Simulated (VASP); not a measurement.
These are optB86b-vdW, VASP's PBE PAW potentials (set 64) (plane waves; VASP) values and carry that method's errors.

The input files of a VASP run:

### POSCAR
```
Al3Sc
1
    4.0482298938     0.0000000000     0.0000000000
    0.0000000000     4.0482298938     0.0000000000
    0.0000000000     0.0000000000     4.0482298938
Sc Al
1 3
Direct
  0.0000000000   0.0000000000   0.0000000000
  0.0000000000   0.5000000000   0.5000000000
  0.5000000000   0.0000000000   0.5000000000
  0.5000000000   0.5000000000   0.0000000000
```

**KPOINTS**
```
kpoints
0
Gamma
 8 8 8
```

INCAR:
```
SYSTEM=Al3Sc
PREC=Accurate; ENCUT=520; LREAL=.False.
LASPH=.True.
EDIFF=1E-7; NELM=100; ALGO=Normal
LMAXMIX=4
ISMEAR=1; SIGMA=0.1
GGA=MK; LUSE_VDW=.True.; AGGAC=0.0
PARAM1=0.1234; PARAM2=1.0
ISIF=2
LWAVE=.False.; LCHARG=.False.
```

POTCAR, in this order: Sc_sv Al (PBE.64 set). Program: vasp_std.

Output

### OSZICAR
```
       N       E                     dE             d eps       ncg     rms          rms(c)
DAV:   1     0.123931769322E+03    0.12393E+03   -0.83556E+03   980   0.130E+03
DAV:   2    -0.618856932987E+01   -0.13012E+03   -0.12802E+03   986   0.360E+02
DAV:   3    -0.138472293124E+02   -0.76587E+01   -0.74116E+01  1556   0.750E+01
DAV:   4    -0.139658559658E+02   -0.11863E+00   -0.11840E+00  1438   0.941E+00
DAV:   5    -0.139687035579E+02   -0.28476E-02   -0.28470E-02  1376   0.140E+00    0.939E+00
DAV:   6    -0.131215745368E+02    0.84713E+00   -0.45463E+00  1612   0.253E+01    0.339E+00
DAV:   7    -0.130829308307E+02    0.38644E-01   -0.97235E-02  1276   0.288E+00    0.199E+00
DAV:   8    -0.130668847121E+02    0.16046E-01   -0.38437E-02  1500   0.180E+00    0.233E-01
DAV:   9    -0.130667660905E+02    0.11862E-03   -0.29436E-03  1250   0.528E-01    0.107E-01
DAV:  10    -0.130667368086E+02    0.29282E-04   -0.20648E-04  1496   0.147E-01    0.575E-02
DAV:  11    -0.130667368026E+02    0.59515E-08   -0.38622E-05  1486   0.473E-02    0.311E-02
DAV:  12    -0.130667326452E+02    0.41575E-05   -0.27866E-05  1612   0.643E-02    0.628E-03
DAV:  13    -0.130667325677E+02    0.77458E-07   -0.24822E-06  1524   0.209E-02    0.184E-03
DAV:  14    -0.130667325739E+02   -0.62391E-08   -0.57543E-07  1206   0.874E-03
   1 F= -.13066733E+02 E0= -.13066421E+02  d E =-.933363E-03
```

**OUTCAR**
```
------------------------ aborting loop because EDIFF is reached ----------------------------------------
  FORCE on cell =-STRESS in cart. coord.  units (eV):
  Direction    XX          YY          ZZ          XY          YZ          ZX
  --------------------------------------------------------------------------------------
  Total        1.2069777      1.2069777      1.2069777      0.0000000     -0.0000000      0.0000000
  in kB       29.1483743     29.1483743     29.1483743      0.0000000     -0.0000000      0.0000000
  external PRESSURE =      29.1483743 kB  Pullay stress =       0.0000000 kB
  volume of cell :       66.34
      direct lattice vectors                 reciprocal lattice vectors
     4.048229894  0.000000000  0.000000000     0.247021544  0.000000000  0.000000000
     0.000000000  4.048229894  0.000000000     0.000000000  0.247021544  0.000000000
     0.000000000  0.000000000  4.048229894     0.000000000  0.000000000  0.247021544
 POSITION                                       TOTAL-FORCE (eV/Angst)
 -----------------------------------------------------------------------------------
      0.00000      0.00000      0.00000         0.000000      0.000000      0.000000
      0.00000      2.02411      2.02411         0.000000      0.000000      0.000000
      2.02411      0.00000      2.02411         0.000000      0.000000      0.000000
      2.02411      2.02411      0.00000         0.000000      0.000000      0.000000
 -----------------------------------------------------------------------------------
    total drift:                               -0.000000     -0.000000      0.000000
  FREE ENERGIE OF THE ION-ELECTRON SYSTEM (eV)
  ---------------------------------------------------
  free  energy   TOTEN  =       -13.0667325739 eV

  energy  without entropy=      -13.0657992106  energy(sigma->0) =      -13.06642145
```
(Selected blocks of OUTCAR.)

The compound is Al3Sc in the L1_2 structure. This cell is one point of a volume scan, at 0.97 of the reference volume.
